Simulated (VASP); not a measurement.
Given:

```xyz
5
Lattice="-2.0533 2.0533 3.9960 2.0533 -2.0533 3.9960 2.0533 2.0533 -3.9960" Properties=species:S:1:pos:R:3 pbc="T T T"
Sn     2.0533     2.0533     3.9960
F      0.0000     0.0000     6.0949
F      0.0000     0.0000     1.8972
F      2.0533     0.0000     3.9960
F      0.0000     2.0533     3.9960
```

The numbers are results of PBEsol GGA, VASP's PBE PAW potentials (set 64) (plane waves; VASP), not measurements. Settings: 520 eV cut-off, 10×10×10 Γ-centred mesh, Gaussian smearing of 0.010 eV, potentials Sn_d F.

Without a dispersion term in the relaxation, distances and binding between the weakly bound layers, chains or molecules are unreliable, and so is what depends on them. Unless said otherwise, spin-orbit coupling is left out, though it shifts the bands of the heavy elements here.

What does the run give for the energy per atom (σ→0), band gap (on the k-mesh) with the smallest direct gap where there is one?

```yaml
band gap (on the k-mesh): 3.17 eV
smallest direct gap (on the k-mesh): 3.39 eV
energy per atom (σ→0): -4771 meV/atom
```

Only differences to runs with the same potentials and settings are physical.

The structure comes from a computed database's SnF4 entry (I4/mmm); how it stands against other phases isn't given here. It was relaxed first.
